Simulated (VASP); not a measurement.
# CrAs3 (Pm-3m) in VASP: a series of runs, part 2 of 2

VASP 6.6.1.

### 3 Relaxation of the atoms, RPBE, collinear spin, ferromagnetic start

Contents of INCAR:

```
PREC = Accurate
ENCUT = 520
EDIFF = 1E-6
ISMEAR = 0
SIGMA = 0.05
LREAL = F
LASPH = T
NELM = 150
ALGO = Fast
ISIF = 2
LWAVE = F
LCHARG = F
ISPIN = 2
MAGMOM = 3 0 0 0
LORBIT = 11
LMAXMIX = 4
GGA = RP
IBRION = 2
NSW = 60
EDIFFG = -0.01
```

Contents of KPOINTS:

```
regular mesh
0
Gamma
  6 6 6
```

Contents of POSCAR:

```
CrAs3
1.0
    4.4211017500      0.0000000000      0.0000000000
    0.0000000000      4.4211017500      0.0000000000
    0.0000000000      0.0000000000      4.4211017500
Cr As
1 3
Direct
    0.0000000000      0.0000000000      0.0000000000
    0.0000000000      0.5000000000      0.5000000000
    0.5000000000      0.0000000000      0.5000000000
    0.5000000000      0.5000000000      0.0000000000
```

Potentials or basis: VASP PAW PBE potentials, release 64 (Cr_pv, As).

Run with:

```
cat potpaw_PBE.64/Cr_pv/POTCAR potpaw_PBE.64/As/POTCAR > POTCAR
mpirun -np 1 vasp_std > vasp.out
```

OUTCAR:

```text
PREC = Accurate
   ENCUT = 520
   EDIFF = 1E-6
   ISMEAR = 0
   LREAL = F
   LASPH = T
   NELM = 150
   ISIF = 2
   ISPIN = 2
   LORBIT = 11
   GGA = RP
   IBRION = 2
   NSW = 60
   EDIFFG = -0.01

 ion  position               nearest neighbor table
   1  0.000  0.000  0.000-
   2  0.000  0.500  0.500-
   3  0.500  0.000  0.500-
   4  0.500  0.500  0.000-

  LATTYP: Found a simple cubic cell.
 ALAT       =     4.4211017500

  Lattice vectors:

 A1 = (   4.4211017500,   0.0000000000,   0.0000000000)
 A2 = (   0.0000000000,   4.4211017500,   0.0000000000)
 A3 = (   0.0000000000,   0.0000000000,   4.4211017500)

Analysis of symmetry for initial positions (statically):
=====================================================================
 Subroutine PRICEL returns:
[... 1079 lines left out ...]

------------------------ aborting loop because EDIFF is reached ----------------------------------------

  FORCE on cell =-STRESS in cart. coord.  units (eV):
  Direction    XX          YY          ZZ          XY          YZ          ZX
  --------------------------------------------------------------------------------------
  -------------------------------------------------------------------------------------
  Total       -4.3028821     -4.3028821     -4.3028821     -0.0000000     -0.0000000      0.0000000
  in kB      -79.7771467    -79.7771467    -79.7771467     -0.0000000     -0.0000000      0.0000000
  external PRESSURE =     -79.7771467 kB  Pullay stress =       0.0000000 kB

 VOLUME and BASIS-vectors are now :
 -----------------------------------------------------------------------------
  energy-cutoff  :      520.00
  volume of cell :       86.42
      direct lattice vectors                 reciprocal lattice vectors
     4.421101750  0.000000000  0.000000000     0.226187963  0.000000000  0.000000000
     0.000000000  4.421101750  0.000000000     0.000000000  0.226187963  0.000000000
     0.000000000  0.000000000  4.421101750     0.000000000  0.000000000  0.226187963

 POSITION                                       TOTAL-FORCE (eV/Angst)
 -----------------------------------------------------------------------------------
      0.00000      0.00000      0.00000         0.000000      0.000000      0.000000
      0.00000      2.21055      2.21055         0.000000      0.000000      0.000000
      2.21055      0.00000      2.21055         0.000000      0.000000      0.000000
      2.21055      2.21055      0.00000         0.000000      0.000000      0.000000
 -----------------------------------------------------------------------------------
    total drift:                                0.000000      0.000000      0.000000

  FREE ENERGIE OF THE ION-ELECTRON SYSTEM (eV)
  ---------------------------------------------------
  free  energy   TOTEN  =       -20.1609300097 eV

  energy  without entropy=      -20.1550913728  energy(sigma->0) =      -20.15801069

 reached required accuracy - stopping structural energy minimisation

 total charge

# of ion       s       p       d       tot
------------------------------------------
    1        0.179   6.086   4.111  10.377
    2        1.334   1.207   0.031   2.572
    3        1.334   1.207   0.031   2.572
    4        1.334   1.207   0.031   2.572
--------------------------------------------------
tot          4.181   9.707   4.204  18.093

 magnetization (x)

# of ion       s       p       d       tot
------------------------------------------
    1        0.062   0.029   3.700   3.791
    2        0.004  -0.085   0.002  -0.078
    3        0.004  -0.085   0.002  -0.078
    4        0.004  -0.085   0.002  -0.078
--------------------------------------------------
tot          0.075  -0.226   3.707   3.556
```

CONTCAR:

```text
CrAs3
   1.00000000000000
     4.4211017500000001    0.0000000000000000    0.0000000000000000
     0.0000000000000000    4.4211017500000001    0.0000000000000000
     0.0000000000000000    0.0000000000000000    4.4211017500000001
  Cr              As
     1     3
Direct
     0.0000000000000000    0.0000000000000000    0.0000000000000000
     0.0000000000000000    0.5000000000000000    0.5000000000000000
     0.5000000000000000    0.0000000000000000    0.5000000000000000
     0.5000000000000000    0.5000000000000000    0.0000000000000000

  0.00000000E+00  0.00000000E+00  0.00000000E+00
  0.00000000E+00  0.00000000E+00  0.00000000E+00
  0.00000000E+00  0.00000000E+00  0.00000000E+00
  0.00000000E+00  0.00000000E+00  0.00000000E+00
```

Wall time 85 s (1 thread of Intel Xeon Platinum 8375C at 2.90GHz (Ice Lake), shared host); peak memory 0.26 GiB.

What came out:

```
Free energy                                           : -20.1609 eV
Pressure after relaxing                               : -8.0 GPa
Band gap on the k mesh                                : none (metal or under the smearing width)
Net moment                                            : 3.79 μB per cell
Site moments                                          : Cr +3.79; As -0.08 μB
Valence electrons inside the program's atomic spheres : Cr 10.38; As 2.57
```

Final structure:
```
CELL_PARAMETERS angstrom
4.42110 0.00000 0.00000
0.00000 4.42110 0.00000
0.00000 0.00000 4.42110
ATOMIC_POSITIONS crystal
Cr 0.00000 0.00000 0.00000
As 0.00000 0.50000 0.50000
As 0.50000 0.00000 0.50000
As 0.50000 0.50000 0.00000
```

Caveat: the relaxation stopped at its first step, so nothing moved; the PAW data sets were made with another functional, which shifts forces and pressure a little; a cell with one magnetic atom can't hold antiferromagnetic order, which such compounds often take.

### 4 The reference run

An earlier run on the cell as given: functional PBE; potentials or basis VASP PAW PBE potentials, release 64 (Cr_pv, As); cutoff 520 eV; k mesh 6 × 6 × 6; occupations fermi-dirac, width 0.05 eV; collinear spin, ferromagnetic start; starting moments [3.0, 0.0, 0.0, 0.0] μB.

- Pressure: -9.7 GPa
- Band gap on the k mesh: none (metal or under the smearing width)
- Net moment: 3.71 μB per cell
- Site moments: Cr +3.75; As -0.08 μB
- Valence electrons inside the program's atomic spheres: Cr 10.38; As 2.58

### 5 The runs side by side

| task | level | cell | cutoff (eV) | smearing | gap on the mesh (eV) | pressure (GPa) | moment (μB) |
| --- | --- | --- | --- | --- | --- | --- | --- |
| relaxation of cell and atoms | PBE | relaxed | 600 | gaussian 0.05 eV | none | -0.1 | 0.31 |
| relaxation of the atoms | RPBE | atoms relaxed | 520 | gaussian 0.05 eV | none | -8.0 | 3.79 |
| single point | PBE | as given | 520 | fermi-dirac 0.05 eV | none | -9.7 | 3.71 |

Alike in all rows: potentials or basis VASP PAW PBE potentials, release 64 (Cr_pv, As); spin collinear, ferromagnetic start; k mesh 6 × 6 × 6.

Caveats: a cell with one magnetic atom can't hold antiferromagnetic order, which such compounds often take (some runs); the relaxation stopped at its first step, so nothing moved (some runs); the PAW data sets were made with another functional, which shifts forces and pressure a little (some runs).

Total energies depend on the potentials used, so only differences within one code and one set of settings carry meaning.
